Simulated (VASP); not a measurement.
Input for VASP

File KPOINTS:
```
K-points
0
G
7 7 5
0 0 0
```

POSCAR:
```
NiTe2
3.867410
  1.0000000000   0.0000000000   0.0000000000
 -0.5000000000   0.8660253244   0.0000000000
  0.0000000000   0.0000000000   1.3864188178
Ni Te
1 2
Direct
  0.0000000000   0.0000000000   0.0000000000
  0.3333330000   0.6666670000   0.2419200000
  0.6666670000   0.3333330000   0.7580800000
```

### INCAR
```
SYSTEM = NiTe2
PREC = Accurate
ENCUT = 400
EDIFF = 1E-6
NELM = 100
ALGO = Normal
LREAL = .FALSE.
LASPH = .TRUE.
ISMEAR = 1
SIGMA = 0.1
GGA = PE
LMAXMIX = 4
LWAVE = .FALSE.
LCHARG = .FALSE.
ISIF = 2
```

POTCAR, in this order: Ni Te (PBE.64 set). Program: vasp_std.

**Question.** Write an equivalent input for Quantum ESPRESSO's pw.x.

**Answer.** One equivalent input (not run):
```
&CONTROL
  calculation = 'scf'
  pseudo_dir = './pseudo'
  outdir = './out'
  tprnfor = .true.
  tstress = .true.
/
&SYSTEM
  ibrav = 0
  nat = 3
  ntyp = 2
  ecutwfc = 98
  occupations = 'smearing'
  smearing = 'methfessel-paxton'
  degauss = 0.00735
  input_dft = 'pbe'
/
&ELECTRONS
  conv_thr = 7.3e-08
  electron_maxstep = 100
/
ATOMIC_SPECIES
  Ni 58.693 Ni.upf
  Te 127.600 Te.upf
CELL_PARAMETERS angstrom
     3.8674100    0.0000000    0.0000000
    -1.9337050    3.3492750    0.0000000
     0.0000000    0.0000000    5.3618500
ATOMIC_POSITIONS crystal
  Ni   0.0000000  0.0000000  0.0000000
  Te   0.3333330  0.6666670  0.2419200
  Te   0.6666670  0.3333330  0.7580800
K_POINTS automatic
  7 7 5 0 0 0
```
The two are equivalent in intent, not identical: the potentials are each code's own (VASP's PAW set, PseudoDojo norm-conserving files in pw.x), so ENCUT and ecutwfc are chosen apart and not converted; conv_thr bounds pw.x's estimated SCF error, while EDIFF bounds the energy change between steps.

The structure comes from a computed database's NiTe2 entry (P-3m1); how it stands against other phases isn't given here. The cell was not relaxed at this level.
